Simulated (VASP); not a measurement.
Here is the system:

```xyz
4
Lattice="3.9738 0.0000 0.0000 0.0000 3.9738 0.0000 0.0000 0.0000 5.3408" Properties=species:S:1:pos:R:3 pbc="T T T"
Pb     1.9869     0.0000     4.1737
Pb     3.9738     1.9869     1.1671
O      1.9869     1.9869     0.0000
O      0.0000     0.0000     0.0000
```

All values below come from PBE GGA, VASP's PBE PAW potentials (set 64) (plane waves; VASP). Settings: 520 eV cut-off, 6×6×4 Γ-centred mesh, Gaussian smearing of 0.050 eV, potentials Pb_d O.

Without a dispersion term in the relaxation, distances and binding between the weakly bound layers, chains or molecules are unreliable, and so is what depends on them.

Q: The ions and cell shape at fixed volume are relaxed. Give the cell that the relaxation ends in.

A: 
```xyz
4
Lattice="4.0434 0.0000 0.0000 0.0000 4.0434 0.0000 0.0000 0.0000 5.1586" Properties=species:S:1:pos:R:3 pbc="T T T"
Pb     2.0217     0.0000     3.9684
Pb     0.0000     2.0217     1.1903
O      2.0217     2.0217     0.0000
O      0.0000     0.0000     0.0000
```
Space group P4/nmm (129), at a tolerance of 0.03 Å.

Q: How much energy does the relaxation gain?

A: The energy (σ→0) changes by -15.5 meV/atom, in 7 ionic steps.

The compound is PbO in the litharge structure. This cell is one point of a volume scan, at 0.94 of the reference volume. Symmetry was kept, so distortions that lower it aren't found.
